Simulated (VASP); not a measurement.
# The (1 1 0) face of LiMg: relaxation and electronic structure

Wanted: how the (1 1 0) face of LiMg relaxes, and what it costs to take an electron out. The start is a computed cell from the Materials Project.

Main program and level: VASP 6.6.1; LDA; plane waves and PAW (Mg_pv, Li_sv), in the first sound run; inputs show where later runs differ.

## (1) Set-up

The structure is tetragonal, space group P4/mmm (No. 123). The conventional cell has a = 3.378 Å, b = 3.378 Å, c = 3.553 Å, α = 90.00°, β = 90.00°, γ = 90.00°. Nearest to Mg lie 8 Li at 2.98 Å. Li has 8 Mg at 2.98 Å nearest. Farther neighbours are not listed.

Coordinates:

```xyz
2
Lattice="3.3782 0.0000 0.0000 0.0000 3.3782 0.0000 0.0000 0.0000 3.5526" Properties=species:S:1:pos:R:3 pbc="T T T"
Mg    1.6891    1.6891    1.7763
Li    0.0000    0.0000    0.0000
```

## (2) The bulk reference

The surface energy counts from the bulk crystal, run with the slab's cutoff and functional on a dense mesh.

Input file INCAR:

```
SYSTEM = LiMg
PREC = Normal
ENCUT = 500
EDIFF = 1E-05
NELM = 120
ISMEAR = 1
SIGMA = 0.1
LREAL = .FALSE.
ALGO = Fast
GGA = CA
NBANDS = 11
LORBIT = 11
LWAVE = .FALSE.
LCHARG = .FALSE.
KPAR = 2
```

Input file POSCAR:

```
LiMg
1.0
    3.3781850000      0.0000000000      0.0000000000
    0.0000000000      3.3781850000      0.0000000000
    0.0000000000      0.0000000000      3.5526100000
Mg Li
1 1
Direct
    0.5000000000      0.5000000000      0.5000000000
    0.0000000000      0.0000000000      0.0000000000
```

Input file KPOINTS:

```
Automatic mesh
0
Gamma
12 12 12
0 0 0
```

PAW data sets: Mg_pv and Li_sv (LDA family, release 64).

On the command line:

```bash
$ mpirun -np 2 vasp_std
```

Output:

```text
[banner, memory and clock lines left out]
running    2 mpi-ranks, on    1 nodes
 distrk:  each k-point on    1 cores,    2 groups
 distr:  one band on    1 cores,    1 groups

 POSCAR found type information on POSCAR MgLi
 POSCAR found :  2 types and       2 ions
 LDA part: xc-table for (Slater(with rela. corr.)+CA(PZ))
 , standard interpolation
 POSCAR, INCAR and KPOINTS ok, starting setup
 FFT: planning ... GRIDC
 FFT: planning ... GRID_SOFT
 FFT: planning ... GRID
 WAVECAR not read
 entering main loop
       N       E                     dE             d eps       ncg     rms          rms(c)
DAV:   1     0.257042691057E+02    0.25704E+02   -0.63436E+03  5496   0.871E+02
DAV:   2    -0.317619724313E+01   -0.28880E+02   -0.28555E+02  4625   0.182E+02
DAV:   3    -0.397973053538E+01   -0.80353E+00   -0.79767E+00  5997   0.289E+01
DAV:   4    -0.400679691366E+01   -0.27066E-01   -0.27047E-01  5527   0.408E+00
DAV:   5    -0.400779231859E+01   -0.99540E-03   -0.99538E-03  6052   0.594E-01    0.948E-01
RMM:   6    -0.396888303850E+01    0.38909E-01   -0.11672E-02  5315   0.827E-01    0.598E-01
RMM:   7    -0.394692696068E+01    0.21956E-01   -0.33316E-02  6143   0.105E+00    0.523E-02
RMM:   8    -0.394687977437E+01    0.47186E-04   -0.29563E-03  6535   0.727E-01    0.220E-02
RMM:   9    -0.394699186882E+01   -0.11209E-03   -0.11357E-03  6347   0.262E-01    0.169E-02
RMM:  10    -0.394700281051E+01   -0.10942E-04   -0.37702E-04  6335   0.188E-01    0.950E-03
RMM:  11    -0.394701723745E+01   -0.14427E-04   -0.13632E-04  5760   0.895E-02    0.547E-03
RMM:  12    -0.394702160168E+01   -0.43642E-05   -0.67529E-05  4976   0.674E-02
   1 F= -.39470216E+01 E0= -.39470247E+01  d E =0.918712E-05
```

Elapsed: 15 s, on 2 MPI ranks of Intel Xeon Platinum 8375C at 2.90GHz (Ice Lake), shared host; peak memory 0.34 GiB; 30 s of CPU time.

Lines that name or quote the potential files are left out of all logs, and their timing lines are given in words.

OUTCAR, selected parts (step 2):

```text
ion  position               nearest neighbor table
   1  0.500  0.500  0.500-
   2  0.000  0.000  0.000-

  LATTYP: Found a simple tetragonal cell.
 ALAT       =     3.3781850000
 C/A-ratio  =     1.0516327555

 Subroutine GETGRP returns: Found 16 space group operations
 (whereof 16 operations were pure point group operations)

The static configuration has the point symmetry D_4h.

 Found    196 irreducible k-points:

   k-points           NKPTS =    196   k-points in BZ     NKDIM =    196   number of bands    NBANDS=     11

   dimension x,y,z NGX =    18 NGY =   18 NGZ =   20
   dimension x,y,z NGXF=    36 NGYF=   36 NGZF=   40

   ENCUT  =  500.0 eV  36.75 Ry    6.06 a.u.   6.16  6.16  6.48*2*pi/ulx,y,z

   NELECT =      11.0000    total number of electrons

 k-points in reciprocal lattice and weights: Automatic mesh
   0.00000000  0.00000000  0.00000000       0.001
   0.08333333  0.00000000  0.00000000       0.002
   0.16666667  0.00000000  0.00000000       0.002
   0.25000000  0.00000000  0.00000000       0.002
   0.33333333  0.00000000  0.00000000       0.002
   0.41666667  0.00000000  0.00000000       0.002
   0.50000000  0.00000000  0.00000000       0.001
   0.08333333  0.08333333  0.00000000       0.002
   0.16666667  0.08333333  0.00000000       0.005
[...]
0.50000000  0.41666667  0.50000000       0.002
   0.50000000  0.50000000  0.50000000       0.001

 average (electrostatic) potential at core
       1 -46.0377       2 -66.5900

 E-fermi :   1.5310

 k-point     1 :       0.0000    0.0000    0.0000
  band No.  band energies     occupation
      1     -43.7418      2.00000
      2     -41.0497      2.00000
      3     -41.0480      2.00000
      4     -41.0480      2.00000
      5      -4.0113      2.00000
      6       5.7275      0.00000
      7       6.8948      0.00000
      8       6.8948      0.00000
      9       7.1139      0.00000
     10       7.7304      0.00000
    ...

 k-point     2 :       0.0833    0.0000    0.0000
  band No.  band energies     occupation
      1     -43.7416      2.00000
      2     -41.0497      2.00000
      3     -41.0486      2.00000
      4     -41.0480      2.00000
      5      -3.9307      2.00000
      6       5.5578      0.00000
      7       5.8097      0.00000
      8       6.9759      0.00000
      9       7.3192      0.00000
     10       8.9353      0.00000
    ...

 k-point     3 :       0.1667    0.0000    0.0000
  band No.  band energies     occupation
      1     -43.7412      2.00000
      2     -41.0501      2.00000
      3     -41.0496      2.00000
      4     -41.0478      2.00000
      5      -3.6910      2.00000
      6       4.0226      0.00000
      7       6.0558      0.00000
      8       7.2188      0.00000
      9       7.5823      0.00000
     10      10.3071      0.00000
    ...

  Total       -0.4452196     -0.4452196     -0.5069735      0.0000000      0.0000000      0.0000000
  in kB      -17.5942377    -17.5942377    -20.0346372      0.0000000      0.0000000      0.0000000
  external PRESSURE =     -18.4077042 kB  Pullay stress =       0.0000000 kB

  energy-cutoff  :      500.00
  volume of cell :       40.54
      direct lattice vectors                 reciprocal lattice vectors
     3.378185000  0.000000000  0.000000000     0.296016944  0.000000000  0.000000000
     0.000000000  3.378185000  0.000000000     0.000000000  0.296016944  0.000000000
     0.000000000  0.000000000  3.552610000     0.000000000  0.000000000  0.281483191

 POSITION                                       TOTAL-FORCE (eV/Angst)
 -----------------------------------------------------------------------------------
      1.68909      1.68909      1.77631         0.000000      0.000000      0.000000
      0.00000      0.00000      0.00000         0.000000      0.000000      0.000000
 -----------------------------------------------------------------------------------
    total drift:                                0.000000     -0.000000     -0.000000

  FREE ENERGIE OF THE ION-ELECTRON SYSTEM (eV)
  ---------------------------------------------------
  free  energy   TOTEN  =        -3.9470216017 eV

  energy  without entropy=       -3.9470307888  energy(sigma->0) =       -3.94702466

 total charge
# of ion       s       p       d       tot
------------------------------------------
    1        0.225   6.076   0.006   6.307
    2        2.028   0.071   0.000   2.099
--------------------------------------------------
tot          2.253   6.147   0.006   8.406

[... 3 further parts left out ...]
```

This run has no spin polarisation. Its electron count is odd, so without a moment it is a metal by construction.

This step gave:

* electronic cycles: 12
* electrons: 11
* free energy (TOTEN): -3.947 eV
* Fermi energy: 1.531 eV
* labelled metallic, from the levels on this mesh: yes

Energy at zero smearing: -3.94702 eV.

[end of part 1 of 3]

[Lines on the potential files, build, host, timing and source positions are cut from VASP's logs without a mark.]

[Logs are printed without paths, hosts, clocks, repeated set-up lines and the standing remarks that a program may print on its own settings, such as how far it seeks lower states.]

[Hosts, paths, dates, database ids (printed as entryN), source tags and the programs' standing remarks are cut or masked in the printed files.]

[In band tables of VASP the shares of atoms and orbitals are scaled to a sum of 1 inside the atoms' spheres.]

[Runs that stopped without an error message from VASP are left out.]
